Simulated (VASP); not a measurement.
An input for Quantum ESPRESSO's pw.x (written as the equivalent of a VASP run, and not itself run):

```
&CONTROL
  calculation = 'scf'
  pseudo_dir = './pseudo'
  outdir = './out'
  tprnfor = .true.
  tstress = .true.
/
&SYSTEM
  ibrav = 0
  nat = 2
  ntyp = 1
  ecutwfc = 88
  occupations = 'smearing'
  smearing = 'methfessel-paxton'
  degauss = 0.00735
  input_dft = 'pbe'
/
&ELECTRONS
  conv_thr = 7.3e-08
  electron_maxstep = 100
/
ATOMIC_SPECIES
  Be 9.012 Be.upf
CELL_PARAMETERS angstrom
     1.1247530   -2.0059650    0.0000000
     1.1247530    2.0059650    0.0000000
     0.0000000    0.0000000    3.5176900
ATOMIC_POSITIONS crystal
  Be   0.3333330  0.6666670  0.2500000
  Be   0.6949610  0.3616270  0.7500000
K_POINTS automatic
  17 17 9 0 0 0
```

Question: Write the VASP files for the same calculation (PBE).

Answer: One answer among several that fit: 
### INCAR
```
# general
SYSTEM = Be
PREC   = Accurate
ENCUT  = 400   # plane-wave cut-off (eV)
LREAL  = F
LASPH  = T   # aspherical one-centre terms
NBANDS = 3

# electronic loop
EDIFF  = 1E-6
NELM   = 100   # most electronic steps
ALGO   = Normal   # blocked Davidson

# smearing
ISMEAR = 1
SIGMA  = 0.1

# functional
GGA    = PE   # PBE

# ions
ISIF   = 2   # forces and stress, cell fixed

# output
LWAVE  = F
LCHARG = F
```

**KPOINTS**
```
Automatic mesh
0
Gamma
17 17 9
0 0 0
```

### POSCAR
```
Be
2.2997750
  0.4890708874  -0.8722440239   0.0000000000
  0.4890708874   0.8722440239   0.0000000000
  0.0000000000   0.0000000000   1.5295800676
Be
2
Direct
  0.3333330000   0.6666670000   0.2500000000
  0.6949610000   0.3616270000   0.7500000000
```

POTCAR, in this order: Be (PBE.64 set). Program: vasp_std.

What does not carry over: the potentials are each code's own (VASP's PAW set, PseudoDojo norm-conserving files in pw.x), so ENCUT and ecutwfc are chosen apart and not converted; conv_thr bounds pw.x's estimated SCF error, while EDIFF bounds the energy change between steps; the number of bands isn't carried over, since the valence differs with the files.

The compound is Be in the hcp structure. The cell was not relaxed at this level, atoms are displaced from their ideal sites. The run is one of a series of settings (NBANDS = 3 against the base run), some of them coarse on purpose.
